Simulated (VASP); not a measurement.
VASP input:

### KPOINTS
```
Automatic mesh
0
Gamma
 7 7 7
0 0 0
```

INCAR:
```
SYSTEM  =  HgS
PREC  =  Accurate; ENCUT  =  520; LREAL  =  F
LASPH  =  T
EDIFF  =  1E-6; NELM  =  100; ALGO  =  Normal
LMAXMIX  =  6
ISMEAR  =  0; SIGMA  =  0.05
GGA  =  RP
IBRION  =  2; NSW  =  60; ISIF  =  3
EDIFFG  =  -0.01
LWAVE  =  F; LCHARG  =  F
```

POSCAR:
```
HgS
1.0
  0.0000000000   2.9250000000   2.9250000000
  2.9250000000   0.0000000000   2.9250000000
  2.9250000000   2.9250000000   0.0000000000
Hg S
1 1
Cartesian
  0.0000000000   0.0000000000   0.0000000000
  1.4625000000   1.4625000000   1.4625000000
```

POTCAR, in this order: Hg S (PBE.64 set). Program: vasp_std.

Task: Translate this RPBE calculation to Quantum ESPRESSO's pw.x.

Result: One equivalent input (not run):
```
&CONTROL
  calculation = 'vc-relax'
  pseudo_dir = './pseudo'
  outdir = './out'
  tprnfor = .true.
  tstress = .true.
  nstep = 60
  forc_conv_thr = 0.00039
/
&SYSTEM
  ibrav = 0
  nat = 2
  ntyp = 2
  ecutwfc = 66
  occupations = 'smearing'
  smearing = 'gaussian'
  degauss = 0.003675
  input_dft = 'rpbe'
/
&ELECTRONS
  conv_thr = 7.3e-08
  electron_maxstep = 100
/
&IONS
/
&CELL
/
ATOMIC_SPECIES
  Hg 200.592 Hg.upf
  S 32.060 S.upf
CELL_PARAMETERS angstrom
     0.0000000    2.9250000    2.9250000
     2.9250000    0.0000000    2.9250000
     2.9250000    2.9250000    0.0000000
ATOMIC_POSITIONS crystal
  Hg   0.0000000  0.0000000  0.0000000
  S    0.2500000  0.2500000  0.2500000
K_POINTS automatic
  7 7 7 0 0 0
```
What does not carry over: the potentials are each code's own (VASP's PAW set, PseudoDojo norm-conserving files in pw.x), so ENCUT and ecutwfc are chosen apart and not converted; conv_thr bounds pw.x's estimated SCF error, while EDIFF bounds the energy change between steps; forc_conv_thr acts on force components and is met together with etot_conv_thr.

The compound is HgS in the zinc blende structure, metacinnabar; cinnabar is the stable form. This run relaxes it. Symmetry was kept, so distortions that lower it aren't found.
